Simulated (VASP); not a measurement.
Input of a VASP 6.6.1 run:

The input INCAR:

```
ALGO = Normal
BPARAM = 11.95
CPARAM = 0.0093
EDIFF = 1E-6
EDIFFG = -0.005
ENCUT = 600
IBRION = 2
ISIF = 3
ISMEAR = 1
IVDW_NL = 2
LASPH = T
LCHARG = F
LMIXTAU = T
LREAL = F
LUSE_VDW = T
LWAVE = F
METAGGA = R2SCAN
NELM = 120
NSW = 60
PREC = Accurate
SIGMA = 0.1
```

The input KPOINTS:

```
k-points
0
Gamma
  18 18 18
```

The input POSCAR:

```
Pd
1.0
    0.0000000000      1.9400000000      1.9400000000
    1.9400000000      0.0000000000      1.9400000000
    1.9400000000      1.9400000000      0.0000000000
Pd
1
Direct
    0.0000000000      0.0000000000      0.0000000000
```

Potentials or basis: VASP PAW PBE potentials, release 64 (Pd).

The run is started by

```sh
$ cat potpaw_PBE.64/Pd/POTCAR > POTCAR
$ mpirun -np 1 vasp_std > vasp.out
```

Question: Estimate the space group after relaxing (to 0.05 Å).

Answer: Fm-3m (No. 225).

Question: What does it give for the relaxed volume?

Answer: 14.78 Å³/atom.

Question: Estimate the relaxed cell.

Answer: a = 2.755 Å, b = 2.755 Å, c = 2.755 Å, α = 60.00°, β = 60.00°, γ = 60.00°.

Question: Predict the band gap on the k mesh.

Answer: None (metal or under the smearing width).

Step by step:
```
step  energy change (eV)  largest force (eV/Å)  pressure (GPa)  volume (Å³)
   1              0.0000                0.0000            2.59        14.60
   2              0.0025                0.0000           -3.97        15.11
   3             -0.0015                0.0000            0.07        14.79
   4             -0.0015                0.0000           -0.21        14.80
   5             -0.0014                0.0000            0.50        14.76
   6             -0.0015                0.0000            0.02        14.78
```

Caveat: the PAW data sets were made with another functional, which shifts forces and pressure a little; pairwise dispersion overbinds metals, which lowers pressure and volume.
